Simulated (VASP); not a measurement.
These are PBE GGA, VASP's PBE PAW potentials (set 64) (plane waves; VASP 6.6.1) values and carry that method's errors.

VASP input:

File POSCAR:
```
BN
1
    1.2555415885    -2.1746622144    -0.0000000000
    1.2555415885     2.1746622144    -0.0000000000
   -0.0000000000     0.0000000000     7.2027062382
B N
2 2
Direct
  0.3333330000   0.6666670000   0.2500000000
  0.6666670000   0.3333330000   0.7500000000
  0.6666670000   0.3333330000   0.2500000000
  0.3333330000   0.6666670000   0.7500000000
```

INCAR:
```
SYSTEM=BN
PREC=Accurate; ENCUT=520; LREAL=.False.
LASPH=.True.
EDIFF=1E-6; NELM=100; ALGO=Normal
ISMEAR=0; SIGMA=0.05
GGA=PE
IBRION=2; NSW=60; ISIF=3
EDIFFG=-0.02
LWAVE=.False.; LCHARG=.False.
```

KPOINTS:
```
Automatic mesh
0
Gamma
9 9 3
0 0 0
```

POTCAR, in this order: B N (PBE.64 set). Program: vasp_std.

The resulting files:

OUTCAR:
```
 ion  position               nearest neighbor table
   1  0.333  0.667  0.250-   3 1.45   3 1.45   3 1.45
   2  0.667  0.333  0.750-   4 1.45   4 1.45   4 1.45
   3  0.667  0.333  0.250-   1 1.45   1 1.45   1 1.45
   4  0.333  0.667  0.750-   2 1.45   2 1.45   2 1.45
  LATTYP: Found a hexagonal cell.
 ALAT       =     2.5110835166
 C/A-ratio  =     2.8683658631
 Subroutine PRICEL returns:
 Original cell was already a primitive cell.
 Subroutine GETGRP returns: Found 24 space group operations
The static configuration has the point symmetry D_3d.
 The point group associated with its full space group is D_6h.
The dynamic configuration has the point symmetry D_3d.
 Subroutine INISYM returns: Found 24 space group operations
 Subroutine IBZKPT returns following result:
 Found     24 irreducible k-points:

 Following reciprocal coordinates:
            Coordinates               Weight
  0.000000  0.000000  0.000000      1.000000
  0.111111  0.000000  0.000000      6.000000
  0.222222 -0.000000  0.000000      6.000000
  0.333333 -0.000000  0.000000      6.000000
  0.444444 -0.000000  0.000000      6.000000
  0.111111  0.111111  0.000000      6.000000
  0.222222  0.111111  0.000000     12.000000
  0.333333  0.111111  0.000000     12.000000
  0.444444  0.111111  0.000000      6.000000
  0.222222  0.222222  0.000000      6.000000
  0.333333  0.222222  0.000000     12.000000
  0.333333  0.333333  0.000000      2.000000
  0.000000  0.000000  0.333333      2.000000
  0.111111  0.000000  0.333333     12.000000
  0.222222 -0.000000  0.333333     12.000000
  0.333333 -0.000000  0.333333     12.000000
  0.444444 -0.000000  0.333333     12.000000
  0.111111  0.111111  0.333333     12.000000
  0.222222  0.111111  0.333333     24.000000
  0.333333  0.111111  0.333333     24.000000
...
```

File OSZICAR:
```
...
DAV:   2    -0.341239326852E+02   -0.99518E+02   -0.90904E+02   840   0.262E+02
DAV:   3    -0.387355718918E+02   -0.46116E+01   -0.45677E+01   724   0.595E+01
DAV:   4    -0.387933953610E+02   -0.57823E-01   -0.57763E-01   712   0.724E+00
DAV:   5    -0.387943465244E+02   -0.95116E-03   -0.95103E-03   720   0.902E-01    0.112E+01
DAV:   6    -0.355715452807E+02    0.32228E+01   -0.81261E+00   676   0.234E+01    0.506E+00
DAV:   7    -0.352788677518E+02    0.29268E+00   -0.49175E-01   700   0.613E+00    0.313E+00
DAV:   8    -0.351930684642E+02    0.85799E-01   -0.32274E-01   688   0.431E+00    0.423E-01
DAV:   9    -0.351901199589E+02    0.29485E-02   -0.13332E-02   700   0.102E+00    0.185E-01
DAV:  10    -0.351913685090E+02   -0.12486E-02   -0.14330E-03   692   0.333E-01    0.403E-02
DAV:  11    -0.351915174077E+02   -0.14890E-03   -0.21427E-04   724   0.133E-01    0.276E-02
DAV:  12    -0.351915156627E+02    0.17449E-05   -0.49427E-05   680   0.608E-02    0.471E-03
DAV:  13    -0.351915159462E+02   -0.28347E-06   -0.21472E-06   644   0.134E-02
   1 F= -.35191516E+02 E0= -.35191516E+02  d E =-.351915E+02
       N       E                     dE             d eps       ncg     rms          rms(c)
DAV:   1    -0.351939001081E+02   -0.23844E-02   -0.46631E-02   652   0.213E+00    0.279E-01
DAV:   2    -0.351920375619E+02    0.18625E-02   -0.43958E-03   700   0.593E-01    0.803E-02
DAV:   3    -0.351919170321E+02    0.12053E-03   -0.49058E-04   696   0.183E-01    0.279E-02
DAV:   4    -0.351918916817E+02    0.25350E-04   -0.40672E-05   740   0.597E-02    0.128E-02
DAV:   5    -0.351918868179E+02    0.48637E-05   -0.12531E-05   704   0.275E-02    0.617E-03
DAV:   6    -0.351918864237E+02    0.39423E-06   -0.91825E-07   456   0.108E-02
   2 F= -.35191886E+02 E0= -.35191886E+02  d E =-.370478E-03
       N       E                     dE             d eps       ncg     rms          rms(c)
DAV:   1    -0.351920738759E+02   -0.18706E-03   -0.32110E-03   656   0.560E-01    0.733E-02
DAV:   2    -0.351919468910E+02    0.12698E-03   -0.30135E-04   692   0.155E-01    0.214E-02
DAV:   3    -0.351919388605E+02    0.80304E-05   -0.34111E-05   688   0.484E-02    0.733E-03
DAV:   4    -0.351919373914E+02    0.14692E-05   -0.27370E-06   660   0.157E-02    0.335E-03
DAV:   5    -0.351919372939E+02    0.97483E-07   -0.72345E-07   376   0.716E-03
   3 F= -.35191937E+02 E0= -.35191937E+02  d E =-.421348E-03
       N       E                     dE             d eps       ncg     rms          rms(c)
DAV:   1    -0.351934303889E+02   -0.14930E-02   -0.31544E-02   580   0.156E+00    0.147E-01
DAV:   2    -0.351926643276E+02    0.76606E-03   -0.11270E-03   636   0.306E-01    0.627E-02
DAV:   3    -0.351924849769E+02    0.17935E-03   -0.36558E-04   688   0.148E-01    0.233E-02
DAV:   4    -0.351924641078E+02    0.20869E-04   -0.49737E-05   740   0.627E-02    0.819E-03
DAV:   5    -0.351924621094E+02    0.19984E-05   -0.10715E-05   708   0.276E-02    0.480E-03
DAV:   6    -0.351924620757E+02    0.33675E-07   -0.91786E-07   452   0.104E-02
   4 F= -.35192462E+02 E0= -.35192462E+02  d E =-.524782E-03
       N       E                     dE             d eps       ncg     rms          rms(c)
DAV:   1    -0.352025591177E+02   -0.10097E-01   -0.28120E-01   580   0.466E+00    0.439E-01
DAV:   2    -0.351957158035E+02    0.68433E-02   -0.99773E-03   620   0.911E-01    0.187E-01
DAV:   3    -0.351941005375E+02    0.16153E-02   -0.33056E-03   684   0.445E-01    0.697E-02
DAV:   4    -0.351939146604E+02    0.18588E-03   -0.44958E-04   740   0.189E-01    0.247E-02
DAV:   5    -0.351938964445E+02    0.18216E-04   -0.99823E-05   696   0.840E-02    0.144E-02
DAV:   6    -0.351938970208E+02   -0.57624E-06   -0.94593E-06   680   0.317E-02
   5 F= -.35193897E+02 E0= -.35193897E+02  d E =-.195973E-02
       N       E                     dE             d eps       ncg     rms          rms(c)
DAV:   1    -0.352303634928E+02   -0.36467E-01   -0.11017E+00   580   0.919E+00    0.868E-01
DAV:   2    -0.352034012635E+02    0.26962E-01   -0.38747E-02   620   0.180E+00    0.370E-01
DAV:   3    -0.351969711277E+02    0.64301E-02   -0.13246E-02   688   0.888E-01    0.138E-01
DAV:   4    -0.351962407130E+02    0.73041E-03   -0.17976E-03   720   0.377E-01    0.496E-02
DAV:   5    -0.351961633246E+02    0.77388E-04   -0.41629E-04   700   0.170E-01    0.287E-02
DAV:   6    -0.351961670513E+02   -0.37267E-05   -0.39148E-05   664   0.645E-02    0.310E-03
DAV:   7    -0.351961678856E+02   -0.83429E-06   -0.14914E-06   612   0.122E-02
   6 F= -.35196168E+02 E0= -.35196168E+02  d E =-.423059E-02
       N       E                     dE             d eps       ncg     rms          rms(c)
DAV:   1    -0.353315674516E+02   -0.13540E+00   -0.42323E+00   584   0.179E+01    0.170E+00
DAV:   2    -0.352269214803E+02    0.10465E+00   -0.14607E-01   624   0.349E+00    0.726E-01
DAV:   3    -0.352014424709E+02    0.25479E-01   -0.53304E-02   680   0.177E+00    0.272E-01
DAV:   4    -0.351986173261E+02    0.28251E-02   -0.72238E-03   724   0.753E-01    0.101E-01
DAV:   5    -0.351982585973E+02    0.35873E-03   -0.18238E-03   696   0.351E-01    0.572E-02
DAV:   6    -0.351982793791E+02   -0.20782E-04   -0.16516E-04   664   0.133E-01    0.579E-03
DAV:   7    -0.351982828058E+02   -0.34267E-05   -0.61103E-06   696   0.241E-02    0.409E-03
DAV:   8    -0.351982843150E+02   -0.15092E-05   -0.13707E-06   632   0.101E-02    0.230E-03
DAV:   9    -0.351982842667E+02    0.48306E-07   -0.21618E-07   412   0.409E-03
   7 F= -.35198284E+02 E0= -.35198284E+02  d E =-.634697E-02
       N       E                     dE             d eps       ncg     rms          rms(c)
DAV:   1    -0.352015652926E+02   -0.32810E-02   -0.10448E-01   588   0.284E+00    0.267E-01
DAV:   2    -0.351990074041E+02    0.25579E-02   -0.36543E-03   624   0.545E-01    0.114E-01
DAV:   3    -0.351983966405E+02    0.61076E-03   -0.12589E-03   692   0.272E-01    0.428E-02
DAV:   4    -0.351983258389E+02    0.70802E-04   -0.17339E-04   732   0.116E-01    0.154E-02
DAV:   5    -0.351983181253E+02    0.77136E-05   -0.40496E-05   692   0.526E-02    0.909E-03
DAV:   6    -0.351983182929E+02   -0.16762E-06   -0.38086E-06   664   0.202E-02
   8 F= -.35198318E+02 E0= -.35198318E+02  d E =-.638100E-02
       N       E                     dE             d eps       ncg     rms          rms(c)
DAV:   1    -0.352223686822E+02   -0.24051E-01   -0.66251E-01   628   0.747E+00    0.893E-01
DAV:   2    -0.351992950578E+02    0.23074E-01   -0.45002E-02   640   0.188E+00    0.291E-01
DAV:   3    -0.351965582355E+02    0.27368E-02   -0.74978E-03   700   0.685E-01    0.105E-01
DAV:   4    -0.351960529825E+02    0.50525E-03   -0.98693E-04   720   0.275E-01    0.415E-02
DAV:   5    -0.351959922932E+02    0.60689E-04   -0.24140E-04   708   0.123E-01    0.237E-02
DAV:   6    -0.351959928444E+02   -0.55118E-06   -0.19925E-05   664   0.466E-02    0.372E-03
DAV:   7    -0.351959929875E+02   -0.14307E-06   -0.13444E-06   504   0.103E-02
   9 F= -.35195993E+02 E0= -.35195993E+02  d E =0.232531E-02
       N       E                     dE             d eps       ncg     rms          rms(c)
DAV:   1    -0.352164238346E+02   -0.20431E-01   -0.45894E-01   624   0.627E+00    0.742E-01
DAV:   2    -0.352006550915E+02    0.15769E-01   -0.31002E-02   640   0.155E+00    0.245E-01
DAV:   3    -0.351987842143E+02    0.18709E-02   -0.53134E-03   700   0.577E-01    0.878E-02
DAV:   4    -0.351984580670E+02    0.32615E-03   -0.62935E-04   724   0.223E-01    0.353E-02
DAV:   5    -0.351984177339E+02    0.40333E-04   -0.16300E-04   700   0.101E-01    0.200E-02
DAV:   6    -0.351984190655E+02   -0.13316E-05   -0.13589E-05   668   0.387E-02    0.278E-03
DAV:   7    -0.351984191905E+02   -0.12502E-06   -0.75852E-07   468   0.817E-03
  10 F= -.35198419E+02 E0= -.35198419E+02  d E =-.100898E-03
```

OUTCAR:
```
------------------------ aborting loop because EDIFF is reached ----------------------------------------
  FORCE on cell =-STRESS in cart. coord.  units (eV):
  Direction    XX          YY          ZZ          XY          YZ          ZX
  --------------------------------------------------------------------------------------
  Total        0.0064605      0.0064605     -0.0040343     -0.0000000      0.0000000     -0.0000000
  in kB        0.2478132      0.2478133     -0.1547501     -0.0000000      0.0000000     -0.0000000
  external PRESSURE =       0.1136255 kB  Pullay stress =       0.0000000 kB
  volume of cell :       41.77
      direct lattice vectors                 reciprocal lattice vectors
     1.256208456 -2.175817263  0.000000000     0.398023113 -0.229798710  0.000000000
     1.256208456  2.175817263 -0.000000000     0.398023113  0.229798710  0.000000000
    -0.000000000 -0.000000000  7.640775207    -0.000000000  0.000000000  0.130876773
  FREE ENERGIE OF THE ION-ELECTRON SYSTEM (eV)
  ---------------------------------------------------
  free  energy   TOTEN  =       -35.1984191905 eV

  energy  without entropy=      -35.1984191905  energy(sigma->0) =      -35.19841919

 reached required accuracy - stopping structural energy minimisation
```
(Selected blocks of OUTCAR.)

### CONTCAR
```
BN
   1.00000000000000
     1.2562084555029041   -2.1758172625109578    0.0000000000000000
     1.2562084555029041    2.1758172625109578   -0.0000000000000000
    -0.0000000000000000   -0.0000000000000000    7.6407752073230446
  B               N
     2     2
Direct
     0.3333330000000032    0.6666669999999968    0.2500000000000000
     0.6666669999999968    0.3333330000000032    0.7500000000000000
     0.6666669999999968    0.3333330000000032    0.2500000000000000
     0.3333330000000032    0.6666669999999968    0.7500000000000000
```

Energy and stress use the plane-wave basis of the starting cell. Without a dispersion term in the relaxation, distances and binding between the weakly bound layers, chains or molecules are unreliable, and so is what depends on them.

The compound is BN in the hex structure. This run relaxes it. Symmetry was kept, so distortions that lower it aren't found. The start is the result of an earlier pass.
